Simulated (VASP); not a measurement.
Given:

```xyz
2
Lattice="1.8250 -3.1610 0.0000 1.8250 3.1610 0.0000 0.0000 0.0000 5.7300" Properties=species:S:1:pos:R:3 pbc="T T T"
Y      1.8250     1.0537     1.4325
Y      1.8250    -1.0537     4.2975
```

Level of theory: vdW-DF2, VASP's PBE PAW potentials (set 64) (plane waves; VASP). Numerical set-up: 520 eV cut-off, 10×10×6 Γ-centred mesh, first-order Methfessel-Paxton smearing of 0.10 eV, potentials Y_sv.

Energy and stress use the plane-wave basis of the starting cell.

Problem. The ions, cell shape and volume are relaxed. Which structure does the run end with?

Solution. 
```xyz
2
Lattice="1.8476 -3.2002 0.0000 1.8476 3.2002 0.0000 0.0000 0.0000 5.7047" Properties=species:S:1:pos:R:3 pbc="T T T"
Y      1.8476     1.0667     1.4262
Y      1.8476    -1.0667     4.2785
```
Space group P6_3/mmc (194), at a tolerance of 0.03 Å.

Problem. How do energy and volume change from the first to the last step?

Solution. The energy (σ→0) changes by -3.1 meV/atom and the volume by +2.0 %, in 5 ionic steps.

The compound is Y in the hcp structure. This run relaxes it. Symmetry was kept, so distortions that lower it aren't found.
